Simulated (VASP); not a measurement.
OSZICAR of a VASP run on SrCl₂ (fluorite):

File OSZICAR:
```
       N       E                     dE             d eps       ncg     rms          rms(c)
DAV:   1     0.148584526251E+03    0.14858E+03   -0.11791E+04   512   0.136E+03
DAV:   2    -0.633246982014E+01   -0.15492E+03   -0.15312E+03   720   0.255E+02
DAV:   3    -0.141639782429E+02   -0.78315E+01   -0.78264E+01   704   0.617E+01
DAV:   4    -0.143863473002E+02   -0.22237E+00   -0.22233E+00   912   0.855E+00
DAV:   5    -0.143882689752E+02   -0.19217E-02   -0.19216E-02   712   0.699E-01    0.164E+01
DAV:   6    -0.141131131985E+02    0.27516E+00   -0.65337E-01   648   0.462E+00    0.105E+01
DAV:   7    -0.140841729215E+02    0.28940E-01   -0.37182E-01   672   0.388E+00    0.142E+00
DAV:   8    -0.140775341018E+02    0.66388E-02   -0.62038E-02   640   0.143E+00    0.301E-01
DAV:   9    -0.140778832627E+02   -0.34916E-03   -0.15922E-03   704   0.268E-01    0.116E-01
DAV:  10    -0.140780593067E+02   -0.17604E-03   -0.16472E-04   720   0.851E-02    0.261E-02
DAV:  11    -0.140780820740E+02   -0.22767E-04   -0.26180E-05   744   0.318E-02    0.155E-02
DAV:  12    -0.140780831963E+02   -0.11223E-05   -0.52488E-06   688   0.131E-02    0.337E-03
DAV:  13    -0.140780834028E+02   -0.20654E-06   -0.51410E-07   728   0.459E-03    0.202E-03
DAV:  14    -0.140780833992E+02    0.36591E-08   -0.44859E-08   528   0.134E-03
   1 F= -.14078083E+02 E0= -.14078083E+02  d E =0.000000E+00
```

Problem. Which electronic solver shows in the log?

Solution. It is blocked Davidson (ALGO = Normal, or the opening steps of other solvers). The INCAR had ALGO = Normal.

Problem. Can the final energy be trusted as converged?

Solution. The calculation finished and met its thresholds. It stopped with EDIFF = 1E-7, NELM = 100 (LDA (Ceperley-Alder, Perdew-Zunger), plane waves, VASP's LDA PAW potentials (set 64)).

The compound is SrCl2 in the fluorite structure. It was relaxed first, which changed the volume by -7 %.
